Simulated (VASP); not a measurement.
Set up this calculation in VASP 6.6.1, as the native input.

| Quantity | Value |
| --- | --- |
| Task | single point |
| Functional | PBE0 |
| Potentials or basis | VASP PAW PBE potentials, release 64 (Ta_pv) |
| Cutoff | 520 eV |
| k mesh | 8 × 8 × 8 |
| Occupations | gaussian, width 0.1 eV |
| Spin | no spin polarisation |
| Grid for exact exchange (PRECFOCK) | Fast |
| Exchange at q = 0 | default |
| Further INCAR settings | ALGO = Normal; EDIFF = 1e-06 |

The system is Ta.

```xyz
1
Lattice="-1.6408 1.6408 1.6408 1.6408 -1.6408 1.6408 1.6408 1.6408 -1.6408" Properties=species:S:1:pos:R:3 pbc="T T T"
Ta    0.0000    0.0000    0.0000
```

These files were run (other wordings do the same):

POSCAR

```
Ta
1.0
   -1.6407700000      1.6407700000      1.6407700000
    1.6407700000     -1.6407700000      1.6407700000
    1.6407700000      1.6407700000     -1.6407700000
Ta
1
Direct
    0.0000000000      0.0000000000      0.0000000000
```

INCAR.step1

```
ALGO = Normal ; EDIFF = 1E-5
ENCUT = 520 ; GGA = PE
ISIF = 2 ; ISMEAR = 0
LASPH = T ; LCHARG = F
LREAL = F ; LWAVE = T
NELM = 100 ; PREC = Accurate
SIGMA = 0.1
```

INCAR.step2

```
AEXX = 0.25 ; ALGO = Normal
EDIFF = 1E-6 ; ENCUT = 520
GGA = PE ; ISIF = 2
ISMEAR = 0 ; ISTART = 1
LASPH = T ; LCHARG = F
LHFCALC = T ; LREAL = F
LWAVE = F ; NELM = 100
PREC = Accurate ; PRECFOCK = Fast
SIGMA = 0.1
```

KPOINTS

```
k-points
0
Gamma
  8 8 8
```

Potentials or basis: VASP PAW PBE potentials, release 64 (Ta_pv).

Command:

```console
$ cat potpaw_PBE.64/Ta_pv/POTCAR > POTCAR
$ cp INCAR.step1 INCAR
$ mpirun -np 1 vasp_std > vasp.out
$ cp INCAR.step2 INCAR
$ mpirun -np 1 vasp_std > vasp.out
```

It gave:

```yaml
Pressure: 0.4 GPa
Band_gap_on_the_k_mesh: none (metal or under the smearing width)
```

Caveat: the PAW data sets were made with another functional, which shifts forces and pressure a little.

Wall time 25 min on 1 thread of Intel(R) Xeon(R) Platinum 8375C CPU @ 2.90GHz (Ice Lake), with other jobs on the host, peak memory 0.16 GiB.
